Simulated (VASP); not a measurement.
# LaSc (Pm-3m) in VASP: settings compared

Aim: see how the results for LaSc move with the level of theory and the settings. Levels: revPBE+D3(BJ), revPBE+D4. Tasks: relaxation of cell and atoms.

Everything below comes from runs of VASP 6.6.1. Logs are shortened: lines on timing, memory, paths and dates and some standing lists are left out, and cuts for length are marked.

**1. Starting point**

Symmetry: Pm-3m, No. 221, cubic system. The conventional cell has a = 3.948 Å, b = 3.948 Å, c = 3.948 Å, α = 90.00°, β = 90.00°, γ = 90.00°. Around La (site symmetry m-3m) lie 8 Sc at 3.42 Å. Around Sc (site symmetry m-3m) lie 8 La at 3.42 Å.

The cell was built by a generator and needn't be a form met in nature.

**2. Relaxation of cell and atoms, revPBE+D3(BJ)**

INCAR

```
PREC = Accurate
ENCUT = 600
EDIFF = 1E-6
ISMEAR = -1
SIGMA = 0.05
LREAL = False
LASPH = True
NELM = 60
ALGO = Normal
ISIF = 3
LWAVE = False
LCHARG = False
GGA = RE
IVDW = 12
IBRION = 2
NSW = 60
EDIFFG = -0.01
```

KPOINTS

```
Automatic mesh
0
Gamma
  7 7 7
```

POSCAR

```
LaSc
1.0
    3.9480400000      0.0000000000      0.0000000000
    0.0000000000      3.9480400000      0.0000000000
    0.0000000000      0.0000000000      3.9480400000
La Sc
1 1
Direct
    0.0000000000      0.0000000000      0.0000000000
    0.5000000000      0.5000000000      0.5000000000
```

Potentials or basis: VASP PAW PBE potentials, release 64 (La, Sc_sv).

Launch:

```console
> cat potpaw_PBE.64/La/POTCAR potpaw_PBE.64/Sc_sv/POTCAR > POTCAR
> mpirun -np 1 vasp_std > vasp.out
```

OUTCAR:

```text
PREC = Accurate
   ENCUT = 600
   EDIFF = 1E-6
   ISMEAR = -1
   LREAL = False
   LASPH = True
   NELM = 60
   ISIF = 3
   GGA = RE
   IVDW = 12
   IBRION = 2
   NSW = 60
   EDIFFG = -0.01
 IVDW          = 12

 ion  position               nearest neighbor table
   1  0.000  0.000  0.000-   2 3.42   2 3.42   2 3.42   2 3.42   2 3.42   2 3.42   2 3.42   2 3.42

   2  0.500  0.500  0.500-   1 3.42   1 3.42   1 3.42   1 3.42   1 3.42   1 3.42   1 3.42   1 3.42

  LATTYP: Found a simple cubic cell.
 ALAT       =     3.9480400000

  Lattice vectors:

 A1 = (   3.9480400000,   0.0000000000,   0.0000000000)
 A2 = (   0.0000000000,   3.9480400000,   0.0000000000)
 A3 = (   0.0000000000,   0.0000000000,   3.9480400000)

Analysis of symmetry for initial positions (statically):
=====================================================================
 Subroutine PRICEL returns:
 Original cell was already a primitive cell.

 Routine SETGRP: Setting up the symmetry group for a
 simple cubic supercell.

 Subroutine GETGRP returns: Found 48 space group operations
 (whereof 48 operations were pure point group operations)
 out of a pool of 48 trial point group operations.

The static configuration has the point symmetry O_h .

Analysis of symmetry for dynamics (positions and initial velocities):
=====================================================================
 Subroutine PRICEL returns:
 Original cell was already a primitive cell.

 Routine SETGRP: Setting up the symmetry group for a
 simple cubic supercell.

 Subroutine GETGRP returns: Found 48 space group operations
 (whereof 48 operations were pure point group operations)
 out of a pool of 48 trial point group operations.

The dynamic configuration has the point symmetry O_h .

 Subroutine INISYM returns: Found 48 space group operations
 (whereof 48 operations are pure point group operations),
 and found     1 'primitive' translations

----------------------------------------------------------------------------------------

                                     Primitive cell

  volume of cell :      61.5382

  direct lattice vectors                    reciprocal lattice vectors
     3.948040000  0.000000000  0.000000000     0.253290240  0.000000000  0.000000000
     0.000000000  3.948040000  0.000000000     0.000000000  0.253290240  0.000000000
     0.000000000  0.000000000  3.948040000     0.000000000  0.000000000  0.253290240

  length of vectors
     3.948040000  3.948040000  3.948040000     0.253290240  0.253290240  0.253290240

  position of ions in fractional coordinates (direct lattice)
     0.000000000  0.000000000  0.000000000
     0.500000000  0.500000000  0.500000000

  ion indices of the primitive-cell ions
   primitive index   ion index
                 1           1
                 2           2

----------------------------------------------------------------------------------------

 KPOINTS: Automatic mesh

Automatic generation of k-mesh.
 Grid dimensions read from file:
 generate k-points for:    7    7    7

 Generating k-lattice:

  Cartesian coordinates                     Fractional coordinates (reciprocal lattice)
     0.036184320  0.000000000  0.000000000     0.142857143  0.000000000  0.000000000
     0.000000000  0.036184320  0.000000000     0.000000000  0.142857143  0.000000000
     0.000000000  0.000000000  0.036184320     0.000000000  0.000000000  0.142857143

  Length of vectors
     0.036184320  0.036184320  0.036184320

  Shift w.r.t. Gamma in fractional coordinates (k-lattice)
     0.000000000  0.000000000  0.000000000

 Subroutine IBZKPT returns following result:
 ===========================================

 Found     20 irreducible k-points:

 Following reciprocal coordinates:
            Coordinates               Weight
  0.000000  0.000000  0.000000      1.000000
  0.142857  0.000000  0.000000      6.000000
  0.285714  0.000000  0.000000      6.000000
  0.428571  0.000000  0.000000      6.000000
  0.142857  0.142857  0.000000     12.000000
  0.285714  0.142857  0.000000     24.000000
[... 12 lines left out ...]
  0.428571  0.428571  0.285714     24.000000
  0.428571  0.428571  0.428571      8.000000
   k-points           NKPTS =     20   k-points in BZ     NKDIM =     20   number of bands    NBANDS=     15
   number of dos      NEDOS =    301   number of ions     NIONS =      2
   total plane-waves  NPLWV =  32768
   dimension x,y,z NGX =    32 NGY =   32 NGZ =   32
   dimension x,y,z NGXF=    64 NGYF=   64 NGZF=   64
   ions per type =               1   1
   NGX,Y,Z   is equivalent  to a cutoff of  13.47, 13.47, 13.47 a.u.
   NGXF,Y,Z  is equivalent  to a cutoff of  26.95, 26.95, 26.95 a.u.
 SYSTEM =  unknown system
   PREC   = accura    normal or accurate (medium, high low for compatibility)
   ISTART =      0    job   : 0-new  1-cont  2-samecut
   ICHARG =      2    charge: 1-file 2-atom 10-const
   ISPIN  =      1    spin polarized calculation?
   LNONCOLLINEAR =      F non collinear calculations
   LSORBIT =      F    spin-orbit coupling
   LASPH  =      T    aspherical Exc in radial PAW
   ENCUT  =  600.0 eV  44.10 Ry    6.64 a.u.   7.89  7.89  7.89*2*pi/ulx,y,z
   NELM   =     60;   NELMIN=  2; NELMDL= -5     # of ELM steps
   EDIFF  = 0.1E-05   stopping-criterion for ELM
   LREAL  =      F    real-space projection
   EDIFFG = -.1E-01   stopping-criterion for IOM
   NSW    =     60    number of steps for IOM
   IBRION =      2    ionic relax: 0-MD 1-quasi-New 2-CG
   NFREE  =      1    steps in history (QN), initial steepest desc. (CG)
   ISIF   =      3    stress and relaxation
   ISYM   =      2    0-nonsym 1-usesym 2-fastsym
   POTIM  = 0.5000    time-step for ionic-motion
   TEBEG  =    0.0;   TEEND  =   0.0 temperature during run
   PSTRESS=    0.0 pullay stress
   NELECT =      22.0000    total number of electrons
   NUPDOWN=      -1.0000    fix difference up-down
   EMIN   =  10.00;   EMAX   =-10.00  energy-range for DOS
   EFERMI =   0.00;   METHOD = LEGACY
   ISMEAR =    -1;   SIGMA  =   0.05  broadening in eV -4-tet -1-fermi 0-gaus
   EFERMI_NEDOS =   21; number of points for ismear=-14 and -15
   IALGO  =     38    algorithm
   IMIX   =      4    mixing-type and parameters
     AMIX     =   0.40;   BMIX     =  1.00
     AMIX_MAG =   1.60;   BMIX_MAG =  1.00
  volume/ion in A,a.u.               =      30.77       207.64
  Fermi-wavevector in a.u.,A,eV,Ry     =   1.161897  2.195666 18.367918  1.350004
  Thomas-Fermi vector in A             =   2.298464
   LORBIT       =      0    0 simple, 1 ext, 2 COOP (PROOUT), +10 PAW based schemes
   GGA     = RE    functional components
   LHFCALC =     F    Hartree Fock is set to
   AEXX    =    0.0000 exact exchange contribution
   IVDW    =    12    specifies the selected vdW correction
   LEPSILON=     F    determine dielectric tensor
   LRPA    =     F    only Hartree local field effects (RPA)
 conjugate gradient relaxation of ions
 non-spin polarized calculation
  energy-cutoff  :      600.00
  volume of cell :       61.54
 maximum number of plane-waves:      2103
 NGX is ok and might be reduce to    32
   NGX = 15   NGY = 15   NGZ = 15

--------------------------------------- Ionic step        1  -------------------------------------------

 number of electron      21.9999997 magnetization

 Free energy of the ion-electron system (eV)
  ---------------------------------------------------
  ext. energy  EPLUGINS =         0.00000000
  ---------------------------------------------------
  free energy    TOTEN  =       -10.48797486 eV

  energy without entropy =      -10.46593663  energy(sigma->0) =      -10.47695574

------------------------ aborting loop because EDIFF is reached ----------------------------------------

 Edisp (eV)   -1.38922

 E8    (eV) :    -1.0499

  FORCE on cell =-STRESS in cart. coord.  units (eV):
  Direction    XX          YY          ZZ          XY          YZ          ZX
  --------------------------------------------------------------------------------------
  -------------------------------------------------------------------------------------
  Total      -0.98562    -0.98562    -0.98562    -0.00000     0.00000    -0.00000
  in kB     -25.66109   -25.66109   -25.66109    -0.00000     0.00000    -0.00000
  external pressure =      -25.66 kB  Pullay stress =        0.00 kB

 VOLUME and BASIS-vectors are now :
 -----------------------------------------------------------------------------
  energy-cutoff  :      600.00
  volume of cell :       61.54
      direct lattice vectors                 reciprocal lattice vectors
     3.948040000  0.000000000  0.000000000     0.253290240  0.000000000  0.000000000
     0.000000000  3.948040000  0.000000000     0.000000000  0.253290240  0.000000000
     0.000000000  0.000000000  3.948040000     0.000000000  0.000000000  0.253290240

 POSITION                                       TOTAL-FORCE (eV/Angst)
 -----------------------------------------------------------------------------------
      0.00000      0.00000      0.00000         0.000000      0.000000      0.000000
      1.97402      1.97402      1.97402         0.000000      0.000000      0.000000
 -----------------------------------------------------------------------------------
    total drift:                                0.000000      0.000000     -0.000000
[... 25 lines left out ...]
 VOLUME and BASIS-vectors are now :
 -----------------------------------------------------------------------------
  energy-cutoff  :      600.00
  volume of cell :       57.25
      direct lattice vectors                 reciprocal lattice vectors
     3.854177540 -0.000000000 -0.000000000     0.259458727  0.000000000  0.000000000
    -0.000000000  3.854177540  0.000000000     0.000000000  0.259458727 -0.000000000
    -0.000000000  0.000000000  3.854177540     0.000000000 -0.000000000  0.259458727

 POSITION                                       TOTAL-FORCE (eV/Angst)
 -----------------------------------------------------------------------------------
      0.00000      0.00000      0.00000         0.000000     -0.000000      0.000000
      1.92709      1.92709      1.92709        -0.000000      0.000000      0.000000
 -----------------------------------------------------------------------------------
    total drift:                                0.000000      0.000000     -0.000000

  FREE ENERGIE OF THE ION-ELECTRON SYSTEM (eV)
  ---------------------------------------------------
  free  energy   TOTEN  =       -11.9159251535 eV

  energy  without entropy=      -11.8976856763  energy(sigma->0) =      -11.90680541

--------------------------------------- Ionic step        3  -------------------------------------------

 number of electron      22.0000001 magnetization

 Free energy of the ion-electron system (eV)
  ---------------------------------------------------
  ext. energy  EPLUGINS =         0.00000000
  ---------------------------------------------------
  free energy    TOTEN  =       -10.40767697 eV

  energy without entropy =      -10.38973715  energy(sigma->0) =      -10.39870706

 E-fermi :   6.9415     XC(G=0):  -9.9644

 val. band max:        6.9283194827   @ k =   0.4286   0.2857   0.2857
 cond. band min:       6.9565427351   @ k =   0.2857   0.2857   0.0000
 fundamental gap:      0.0282232524
 Fermi energy:         6.9415097024

 k-point     1 :       0.0000    0.0000    0.0000
  band No.  band energies     occupation
      1     -42.7970      2.00000
      2     -25.3757      2.00000
      3     -21.3752      2.00000
      4     -21.3752      2.00000
      5     -21.3752      2.00000
      6      -8.9159      2.00000
      7      -8.9159      2.00000
      8      -8.9159      2.00000
      9       2.8945      2.00000
     10       5.1788      2.00000
     11       5.1788      2.00000
     12       8.3937      0.00000
     13       8.3937      0.00000
     14       8.3937      0.00000
     15       9.3129      0.00000

 k-point     2 :       0.1429    0.0000    0.0000
  band No.  band energies     occupation
      1     -42.7965      2.00000
      2     -25.3680      2.00000
      3     -21.3796      2.00000
      4     -21.3742      2.00000
      5     -21.3742      2.00000
      6      -9.0563      2.00000
      7      -8.9083      2.00000
      8      -8.9083      2.00000
      9       3.2286      2.00000
     10       5.3360      2.00000
     11       5.4587      2.00000
     12       8.2861      0.00000
     13       8.2861      0.00000
     14       8.4157      0.00000
     15       9.1065      0.00000
[... 339 lines left out ...]
 VOLUME and BASIS-vectors are now :
 -----------------------------------------------------------------------------
  energy-cutoff  :      600.00
  volume of cell :       56.88
      direct lattice vectors                 reciprocal lattice vectors
     3.845804460 -0.000000000 -0.000000000     0.260023621  0.000000000  0.000000000
    -0.000000000  3.845804460  0.000000000     0.000000000  0.260023621 -0.000000000
    -0.000000000  0.000000000  3.845804460     0.000000000 -0.000000000  0.260023621

 POSITION                                       TOTAL-FORCE (eV/Angst)
 -----------------------------------------------------------------------------------
      0.00000      0.00000      0.00000         0.000000     -0.000000      0.000000
      1.92290      1.92290      1.92290        -0.000000      0.000000      0.000000
 -----------------------------------------------------------------------------------
    total drift:                                0.000000      0.000000     -0.000000

  FREE ENERGIE OF THE ION-ELECTRON SYSTEM (eV)
  ---------------------------------------------------
  free  energy   TOTEN  =       -11.9162382604 eV

  energy  without entropy=      -11.8982984467  energy(sigma->0) =      -11.90726835

 reached required accuracy - stopping structural energy minimisation
```

Run time: 66 s. Hardware: 1 thread of Intel Xeon Platinum 8375C at 2.90GHz (Ice Lake), shared host; peak memory 0.21 GiB.

What came out:

| Property | Result |
| --- | --- |
| Free energy | -11.9162 eV |
| Relaxed volume | 28.44 Å³/atom |
| Relaxed cell | a = 3.846 Å, b = 3.846 Å, c = 3.846 Å, α = 90.00°, β = 90.00°, γ = 90.00° |
| Space group after relaxing (to 0.05 Å) | Pm-3m (No. 221) |
| Energy gained by relaxing | 19.5 meV/atom |
| Ionic steps | 3 |
| Pressure after relaxing | 0.0 GPa |
| Band gap on the k mesh | none (metal or under the smearing width) |
| Dispersion energy per atom | -0.754 eV |

Step by step:
| step | energy change (eV) | largest force (eV/Å) | pressure (GPa) | volume (Å³) |
| --- | --- | --- | --- | --- |
| 1 | 0.0000 | 0.0000 | -2.57 | 61.54 |
| 2 | -0.0387 | 0.0000 | -0.24 | 57.25 |
| 3 | -0.0390 | 0.0000 | -0.02 | 56.88 |

Final structure:
```
CELL_PARAMETERS angstrom
3.84580 0.00000 0.00000
0.00000 3.84580 0.00000
0.00000 0.00000 3.84580
ATOMIC_POSITIONS crystal
La 0.00000 0.00000 0.00000
Sc 0.50000 0.50000 0.50000
```

Caveat: the PAW data sets were made with another functional, which shifts forces and pressure a little; pairwise dispersion overbinds metals, which lowers pressure and volume. Spin-orbit coupling is left out, which matters for the levels of La.

**3. Relaxation of cell and atoms, revPBE+D4**

Changes to INCAR since step 2:

```diff
@@ -13,3 +13,3 @@
 GGA = RE
-IVDW = 12
+IVDW = 13
 IBRION = 2
```

KPOINTS is that of step 2.

POSCAR is that of step 2.

Potentials or basis: VASP PAW PBE potentials, release 64 (La, Sc_sv).

Launch:

```console
> cat potpaw_PBE.64/La/POTCAR potpaw_PBE.64/Sc_sv/POTCAR > POTCAR
> mpirun -np 1 vasp_std > vasp.out
```

It took 46 s on 1 thread of Intel Xeon Platinum 8375C at 2.90GHz (Ice Lake), shared host; peak memory 0.2 GiB.

The run converged. Its results:

| Property | Result |
| --- | --- |
| Free energy | -11.1792 eV |
| Relaxed volume | 30.26 Å³/atom |
| Relaxed cell | a = 3.926 Å, b = 3.926 Å, c = 3.926 Å, α = 90.00°, β = 90.00°, γ = 90.00° |
| Space group after relaxing (to 0.05 Å) | Pm-3m (No. 221) |
| Energy gained by relaxing | 1.0 meV/atom |
| Ionic steps | 2 |
| Pressure after relaxing | 0.0 GPa |
| Band gap on the k mesh | none (metal or under the smearing width) |
| Dispersion energy per atom | -0.351 eV |

The path:
| step | energy change (eV) | largest force (eV/Å) | pressure (GPa) | volume (Å³) |
| --- | --- | --- | --- | --- |
| 1 | 0.0000 | 0.0000 | -0.60 | 61.54 |
| 2 | -0.0020 | 0.0000 | 0.00 | 60.51 |

Final structure:
```xyz
2
Lattice="3.9260 0.0000 0.0000 0.0000 3.9260 0.0000 0.0000 0.0000 3.9260" Properties=species:S:1:pos:R:3 pbc="T T T"
La    0.0000    0.0000    0.0000
Sc    1.9630    1.9630    1.9630
```

Levels at points of the mesh, in eV from the Fermi level:
| k point | band 8 | band 9 | band 10 | band 11 | band 12 | band 13 | band 14 | band 15 |
| --- | --- | --- | --- | --- | --- | --- | --- | --- |
| (0.00, 0.00, 0.00) | -15.97 | -4.02 | -1.57 | -1.57 | 1.40 | 1.40 | 1.40 | 2.27 |

Caveat: the PAW data sets were made with another functional, which shifts forces and pressure a little; pairwise dispersion overbinds metals, which lowers pressure and volume. Spin-orbit coupling is left out, which matters for the levels of La.
